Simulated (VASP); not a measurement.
Output of a VASP run:

File OSZICAR:
```
       N       E                     dE             d eps       ncg     rms          rms(c)
DAV:   1     0.299603748533E+02    0.29960E+02   -0.47171E+03  1712   0.104E+03
DAV:   2    -0.142737046568E+02   -0.44234E+02   -0.41708E+02  1696   0.179E+02
DAV:   3    -0.153543248617E+02   -0.10806E+01   -0.10719E+01  2024   0.364E+01
DAV:   4    -0.153714462594E+02   -0.17121E-01   -0.17117E-01  2036   0.416E+00
DAV:   5    -0.153719353226E+02   -0.48906E-03   -0.48905E-03  1960   0.708E-01    0.128E+01
DAV:   6    -0.175508296618E+02   -0.21789E+01   -0.64133E+01  1908   0.125E+02    0.162E+01
DAV:   7    -0.137466933029E+02    0.38041E+01   -0.28022E+01  1844   0.790E+01    0.196E+00
DAV:   8    -0.137271308751E+02    0.19562E-01   -0.20679E-01  1762   0.393E+00    0.118E+00
DAV:   9    -0.137109285654E+02    0.16202E-01   -0.42314E-02  2074   0.285E+00    0.295E-01
DAV:  10    -0.137104574864E+02    0.47108E-03   -0.10419E-03  2040   0.472E-01    0.143E-01
DAV:  11    -0.137104399284E+02    0.17558E-04   -0.28747E-05  2186   0.546E-02    0.205E-02
DAV:  12    -0.137104349498E+02    0.49786E-05   -0.16702E-05  2008   0.598E-02    0.594E-03
DAV:  13    -0.137104348589E+02    0.90961E-07   -0.45322E-07   884   0.703E-03
   1 F= -.13710435E+02 E0= -.13710374E+02  d E =-.137104E+02
```

### OUTCAR
```
------------------------ aborting loop because EDIFF is reached ----------------------------------------
  FORCE on cell =-STRESS in cart. coord.  units (eV):
  Direction    XX          YY          ZZ          XY          YZ          ZX
  --------------------------------------------------------------------------------------
  Total       -0.0037751     -0.0037751     -0.0037751     -0.0000000      0.0000000     -0.0000000
  in kB       -0.2772506     -0.2772506     -0.2772506     -0.0000000      0.0000000     -0.0000000
  external PRESSURE =      -0.2772506 kB  Pullay stress =       0.0000000 kB
  volume of cell :       21.82
      direct lattice vectors                 reciprocal lattice vectors
     2.794188379  0.000000000  0.000000000     0.357885677  0.000000000  0.000000000
     0.000000000  2.794188379  0.000000000     0.000000000  0.357885677  0.000000000
     0.000000000  0.000000000  2.794188379     0.000000000  0.000000000  0.357885677
 POSITION                                       TOTAL-FORCE (eV/Angst)
 -----------------------------------------------------------------------------------
      0.00000      0.00000      0.00000         0.000000      0.000000      0.000000
      1.39709      1.39709      1.39709         0.000000      0.000000      0.000000
 -----------------------------------------------------------------------------------
    total drift:                                0.000000     -0.000000      0.000000
  FREE ENERGIE OF THE ION-ELECTRON SYSTEM (eV)
  ---------------------------------------------------
  free  energy   TOTEN  =       -13.7104348589 eV

  energy  without entropy=      -13.7102525924  energy(sigma->0) =      -13.71037410

 reached required accuracy - stopping structural energy minimisation
```
(Selected blocks of OUTCAR.)

### POSCAR
```
AlCo
1
    2.7941883790    -0.0000000000     0.0000000000
    0.0000000000     2.7941883790    -0.0000000000
    0.0000000000    -0.0000000000     2.7941883790
Al Co
1 1
Direct
  0.0000000000   0.0000000000   0.0000000000
  0.5000000000   0.5000000000   0.5000000000
```

Question: Reconstruct the remaining input files.

Answer: One answer among several that fit: the input of the run itself, LDA (Ceperley-Alder, Perdew-Zunger), plane waves, VASP's LDA PAW potentials (set 64).

**INCAR**
```
ALGO=Normal
EDIFF=1E-6
EDIFFG=-0.01
ENCUT=400
IBRION=2
ISIF=3
ISMEAR=1
LASPH=.TRUE.
LCHARG=.FALSE.
LMAXMIX=4
LREAL=.FALSE.
LWAVE=.FALSE.
NELM=100
NSW=60
PREC=Accurate
SIGMA=0.1
SYSTEM=AlCo
```

**KPOINTS**
```
Automatic mesh
0
Gamma
12 12 12
0 0 0
```

POTCAR, in this order: Al Co (LDA.64 set). Program: vasp_std.

The structure comes from a computed database's AlCo entry (Pm-3m); how it stands against other phases isn't given here. It was relaxed first. The start is the result of an earlier pass. The run is not spin-polarised, so no magnetic state was tried.
